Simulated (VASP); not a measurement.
An input for Ansatz (written as the equivalent of a VASP run, and not itself run):

Ansatz 0.2 input:
```yaml
crystal:
  lattice:
    - [-2.7685790, 2.8689186, 4.8790696]
    - [2.7685790, -2.8689186, 4.8790696]
    - [2.7685790, 2.8689186, -4.8790696]
  atoms:
    - { symbol: Si, position: [1.0000000, 0.7500000, 0.7500000] }
    - { symbol: Si, position: [1.0000000, 0.2500000, 0.2500000] }
    - { symbol: S, position: [0.6803102, 0.8829778, 0.7973324] }
    - { symbol: S, position: [0.0856453, 0.3829778, 0.7026676] }
    - { symbol: S, position: [0.9143547, 0.6170222, 0.2973324] }
    - { symbol: S, position: [0.3196898, 0.1170222, 0.2026676] }
kpoints:
  mp_grid: { grid: [5, 5, 5] }
hamiltonian:
  xc: pbesol
  pseudopotentials: { kind: paw }
scf:
  occupations: { method: gaussian, width: 0.05 }
  max_iter: 100
relax:
  max_steps: 60
  f_tol: 0.02
  cell: {}
output: { forces: true, stress: true, eigenvalues: true }
```

Task: Translate this input to VASP (INCAR, KPOINTS, POSCAR, choice of POTCAR).

Result: Several could match; the one computed here: 
POSCAR:
```
SiS2
1
   -2.7685789902     2.8689185670     4.8790696475
    2.7685789902    -2.8689185670     4.8790696475
    2.7685789902     2.8689185670    -4.8790696475
Si S
2 4
Direct
  1.0000000000   0.7500000000   0.7500000000
  1.0000000000   0.2500000000   0.2500000000
  0.6803101713   0.8829777556   0.7973324157
  0.0856453399   0.3829777556   0.7026675843
  0.9143546601   0.6170222444   0.2973324157
  0.3196898287   0.1170222444   0.2026675843
```

File KPOINTS:
```
Automatic mesh
0
Gamma
5 5 5
0 0 0
```

### INCAR
```
SYSTEM = SiS2
PREC = Accurate
ENCUT = 400
EDIFF = 1E-6
NELM = 100
ALGO = Normal
LREAL = .FALSE.
LASPH = .TRUE.
ISMEAR = 0
SIGMA = 0.05
GGA = PS
LWAVE = .FALSE.
LCHARG = .FALSE.
IBRION = 2
ISIF = 3
NSW = 60
EDIFFG = -0.02
```

POTCAR, in this order: Si S (PBE.64 set). Program: vasp_std.

Limits of the translation: each code has its own PAW files, so the cut-off isn't converted (ENCUT is set for VASP's; basis.ecutwfc is left out, and Ansatz then takes the one that its files recommend); Ansatz stops its SCF on the density residual and VASP on the energy change (EDIFF).

The compound is SiS2 in the sg72 structure. It was relaxed first. The start is the result of an earlier pass.
